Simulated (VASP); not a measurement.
# Al2O3 (Corundum) with LDA: from relaxation to properties, part 2 of 2

Aim: relax Al2O3 (Corundum) with LDA, compute its properties on that cell and hold them against experiment. The start is a cell from a database of measured crystal structures.

VASP 6.6.1; LDA; plane waves and PAW (Al, O).

So far, gap on the k-mesh (eV): step 2 (relaxing cell and atoms (LDA)) 6.40; step 6 (density of states (LDA)) 6.40. The relaxed cell has a = 4.734, c = 12.903 Å (conventional setting).

### Step 7. Field gradients at the nuclei (LDA) (continued)

Electric field gradients, by row:

| atom | Vxx (V/Å²) | Vyy (V/Å²) | Vzz (V/Å²) | asymmetry |
| --- | --- | --- | --- | --- |
| Al1 | -3.153 | -3.153 | 6.306 | 0 |
| Al2 | -3.153 | -3.153 | 6.306 | 0 |
| Al3 | -3.153 | -3.153 | 6.306 | 0 |
| Al4 | -3.153 | -3.153 | 6.306 | 0 |
| O5 | 26.24 | 8.793 | -35.03 | 0.498 |
| O6 | 26.24 | 8.793 | -35.03 | 0.498 |
| O7 | 26.24 | 8.793 | -35.03 | 0.498 |
| O8 | 26.24 | 8.793 | -35.03 | 0.498 |
| O9 | 26.24 | 8.793 | -35.03 | 0.498 |
| O10 | 26.24 | 8.793 | -35.03 | 0.498 |

The largest gradient, -35.03 V/Å², sits on O5 and like sites; times the quadrupole moment of a nucleus that has one, it gives the coupling that NMR and NQR see.

### Step 8. Dielectric tensor and Born charges (LDA)

The response to a static field gives the electronic dielectric tensor and the Born charges. It needs tightly converged orbitals, hence the small EDIFF.

Input file INCAR:

```
SYSTEM = Al2O3
PREC = Accurate
ENCUT = 520
EDIFF = 1E-08
NELM = 100
ISMEAR = 0
SIGMA = 0.01
LREAL = .FALSE.
ALGO = Normal
GGA = CA
NBANDS = 34
LORBIT = 11
LWAVE = .FALSE.
LCHARG = .FALSE.
KPAR = 4
LEPSILON = .TRUE.
```

Input file POSCAR:

```
Al2O3
1.0
    2.3670620061      1.3666238864      4.3008486417
   -2.3670620061      1.3666238864      4.3008486417
    0.0000000000     -2.7332477729      4.3008486417
Al O
4 6
Direct
    0.8519681835      0.8519681835      0.8519681835
    0.6480318165      0.6480318165      0.6480318165
    0.1480318165      0.1480318165      0.1480318165
    0.3519681835      0.3519681835      0.3519681835
    0.0557658886      0.7500000000      0.4442341114
    0.7500000000      0.4442341114      0.0557658886
    0.4442341114      0.0557658886      0.7500000000
    0.9442341114      0.2500000000      0.5557658886
    0.2500000000      0.5557658886      0.9442341114
    0.5557658886      0.9442341114      0.2500000000
```

Input file KPOINTS:

```
Automatic mesh
0
Gamma
7 7 7
0 0 0
```

PAW data sets: Al and O (LDA family, release 64).

Command:

```sh
$ mpirun -np 4 vasp_std
```

It took 8.9 min on 4 MPI ranks of AMD EPYC 7R43, shared host; peak memory 2.6 GiB; 36 min of CPU time.

Energies printed during the response cycles are not total energies of the cell.

Numbers from this step:

| Property | Result |
| --- | --- |
| irreducible k-points | 44 |
| Fermi energy | 6.111 eV |
| pressure | 0.09645 GPa |

Electronic dielectric tensor with local fields:

```
3.23 0.00 0.00
0.00 3.23 0.00
0.00 0.00 3.19
```

Born effective charge (e), principal values of the symmetric part by kind of site:

| atom | atoms with these values | low | middle | high | mean |
| --- | --- | --- | --- | --- | --- |
| Al1 | 4 | 2.91 | 2.94 | 2.94 | 2.93 |
| O5 | 6 | -2.20 | -2.06 | -1.61 | -1.96 |

In full for Al1:

```
 2.94  0.03  0.00
-0.03  2.94  0.00
 0.00  0.00  2.91
```

The Born charges sum to zero; the printed set may have that rule imposed, so this is no test. The mean Born charge of O, -1.96 e, lies near its nominal -2, though a dynamic charge doesn't by itself measure how ionic a bond is.

### Step 9. Bands along the symmetry lines (LDA), changed input

Levels along the symmetry lines show where the bands peak and cross; KPOINTS_OPT computes them in the converged potential. Some settings are moved from the usual, to see what they do.

Input file INCAR:

```
SYSTEM = Al2O3
PREC = Accurate
ENCUT = 520
EDIFF = 1E-06
NELM = 100
ISMEAR = 0
SIGMA = 0.05
LREAL = .FALSE.
ALGO = Normal
GGA = CA
NBANDS = 48
LORBIT = 11
LWAVE = .FALSE.
LCHARG = .FALSE.
KPAR = 4
```

POSCAR is that of step 8.

Input file KPOINTS:

```
Automatic mesh
0
Gamma
2 2 2
0 0 0
```

Input file KPOINTS_OPT:

```
Line mode
12
Line-mode
Reciprocal
  0.00000000   0.00000000   0.00000000 GAMMA
  0.50000000   0.00000000   0.00000000 L

  0.50000000   0.00000000   0.00000000 L
  0.50000000   0.23397959  -0.23397959 B1

  0.76602041   0.50000000   0.23397959 B
  0.50000000   0.50000000   0.50000000 Z

  0.50000000   0.50000000   0.50000000 Z
  0.00000000   0.00000000   0.00000000 GAMMA

  0.00000000   0.00000000   0.00000000 GAMMA
  0.36698979   0.00000000  -0.36698979 X

  0.63301021   0.36698979   0.00000000 Q
  0.50000000   0.50000000   0.00000000 F

  0.50000000   0.50000000   0.00000000 F
  0.63301021   0.63301021   0.23397959 P1

  0.63301021   0.63301021   0.23397959 P1
  0.50000000   0.50000000   0.50000000 Z

  0.50000000   0.00000000   0.00000000 L
  0.76602041   0.36698979   0.36698979 P
```

Command:

```sh
$ mpirun -np 4 vasp_std
```

Run time: 71 s. Hardware: 4 MPI ranks; peak memory 0.71 GiB; 4.7 min of CPU time.

The run converged; its settings lie outside those of the reference runs, so its numbers are set aside.

Against the sound run on this cell (band structure (LDA)) the energy at zero smearing moves by +5.5 meV an atom and the pressure by -0.10 GPa.

Settings moved from the usual: k-mesh = 2×2×2.

The mesh holds 4 irreducible points against 32.

### Step 10. Results

| Quantity | Value |
| --- | --- |
| relaxed volume | 8.348 Å³/atom |
| relaxed conventional cell a, b, c | 4.734, 4.734, 12.903 Å; angles 90.0, 90.0, 120.0° |
| space group after relaxing, within 0.02 Å | R-3c (No. 167) |
| band gap | 6.40 eV, direct |
| gap among the points of the DOS mesh alone, an upper bound | 6.40 eV |
| largest field gradient Vzz | -35.03 V/Å² on O5 |
| electronic dielectric constant, mean | 3.22 |

With LDA, Al2O3 (Corundum) relaxes to 8.348 Å³/atom in space group R-3c (held by the symmetry of the run) and has a direct gap of 6.40 eV. Against the listed cell the volume lies -1.8 % (a -0.6 %, c -0.7 %). Band structure (LDA): On this path the gap is direct, 6.40 eV, with the valence top at Γ and the conduction bottom at Γ. Dielectric tensor and Born charges (LDA): The principal values of the electronic dielectric tensor with local fields are 3.19, 3.23 and 3.23. Dielectric tensor and Born charges (LDA): Mean Born effective charge: Al1 2.93, O5 -1.96 e. Semilocal functionals usually underestimate gaps. No search among competing phases was made, and a listed structure need not be the one stable at ambient conditions. All values are for a static lattice at zero temperature.

Computed beside measured:

| quantity | measured | LDA |
| --- | --- | --- |
| lattice constant a (Å) | 4.75999 | 4.734 (-0.5 %) |
| lattice constant c (Å) | 12.9948 | 12.903 (-0.7 %) |
| band gap (least gap) (eV) | 8.7 | 6.40 (-2.30 eV) |

Measured values from pmc:4865310 (2001) and pmc:5906618 (2018).

**Verdict.** The lattice constant a is off by -0.5 %: good agreement. The lattice constant c is off by -0.7 %: good agreement. The band gap is off by -2.30 eV: a clear miss. Local and semilocal functionals usually give gaps below the measured ones. An optical gap can lie under the band gap by the exciton's binding. Zero-point and thermal motion shift the measured gap. The grades are ours: good and fair within 0.7 and 1.5 % for the lattice constant a and 0.8 and 2 % for the lattice constant c. For lattice constants the calculation has a static lattice, without zero-point motion or thermal expansion.

[Lines on the potential files, build, host, timing and source positions are cut from VASP's logs without a mark.]

[Logs are printed without paths, hosts, clocks, repeated set-up lines and the standing remarks that a program may print on its own settings, such as how far it seeks lower states.]

[Hosts, paths, dates, database ids (printed as entryN), source tags and the programs' standing remarks are cut or masked in the printed files.]

[A measured line is paired with the nearest computed mode of its activity, which favours agreement.]
